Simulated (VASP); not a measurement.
## Al2Ga2As4 (ordered alloy cell): computed properties

These are PBEsol GGA, VASP's PBE PAW potentials (set 64) (plane waves; VASP 6.6.1) values and carry that method's errors.

```json
{
  "space_group": "P-4m2 (115)",
  "cell": "a = 4.0099 Å, b = 4.0099 Å, c = 5.6695 Å, α = 90.00°, β = 90.00°, γ = 90.00°",
  "volume_per_atom": "22.79 Å³/atom",
  "band gap (on the k-mesh)": "1.01 eV",
  "smallest direct gap (on the k-mesh)": "1.01 eV",
  "band_edge_character": "direct, Γ to Γ",
  "density": "4.49 g/cm³"
}
```

Space group P-4m2 (No. 115); a = 4.010 Å, b = 4.010 Å, c = 5.669 Å, α = 90.00°, β = 90.00°, γ = 90.00°

| atom | site | symmetry | x | y | z |
|---|---|---|---|---|---|
| Ga | 1a | -4m2 | 0.0000 | 0.0000 | 0.0000 |
| As | 2g | 2mm. | 0.5000 | 0.0000 | 0.2500 |
| Al | 1c | -4m2 | 0.5000 | 0.5000 | 0.5000 |
(The calculation used a cell of 8 atoms; values per cell refer to that cell.)

The structure was generated: Al2Ga2As4 was put into an ordered model structure (P-4m2), which need not be its known phase. It was relaxed first. Symmetry was kept, so distortions that lower it aren't found.
